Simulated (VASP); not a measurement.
Here is the system:

```yaml
crystal:
  lattice:
    - [-1.64771, 1.64771, 1.64771]
    - [1.64771, -1.64771, 1.64771]
    - [1.64771, 1.64771, -1.64771]
  atoms:
    - { symbol: Nb, position: [0.00000, 0.00000, 0.00000] }
```

Calculation: SCAN meta-GGA, VASP's PBE PAW potentials (set 64) (plane waves; VASP). Run with 520 eV cut-off, 17×17×17 Γ-centred mesh, tetrahedra with Blöchl corrections, potentials Nb_sv.

**Question.** Predict the energy per atom (σ→0), band gap (over mesh and band path) with the smallest direct gap where there is one.

**Answer.** 
```
Quantity                                                               Value
----------------------------------  ----------------------------------------
band gap (over mesh and band path)  none (metal, semimetal or under 0.01 eV)
energy per atom (σ→0)                                        -33.238 eV/atom
```

The compound is Nb in the bcc structure. It was relaxed first.
